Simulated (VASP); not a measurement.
Input:

```xyz
3
Lattice="0.0000 3.4762 3.4762 3.4762 0.0000 3.4762 3.4762 3.4762 0.0000" Properties=species:S:1:pos:R:3 pbc="T T T"
Sr     3.4762     3.4762     6.9524
Cl     1.7381     1.7381     1.7381
Cl     5.2143     5.2143     5.2143
```

Calculation: optB86b-vdW, VASP's PBE PAW potentials (set 64) (plane waves; VASP 6.6.1). Numerical set-up: 520 eV cut-off, 6×6×6 Γ-centred mesh, tetrahedra with Blöchl corrections, potentials Sr_sv Cl.

Task: Estimate the energy per atom (σ→0), band gap (on the k-mesh) with the smallest direct gap where there is one.

Result: 
| Property | Result |
|---|---|
| band gap (on the k-mesh) | 5.24 eV |
| smallest direct gap (on the k-mesh) | 5.39 eV |
| energy per atom (σ→0) | -239.8 kJ/mol of atoms |

Only differences to runs with the same potentials and settings are physical.

The compound is SrCl2 in the fluorite structure. It was relaxed first.
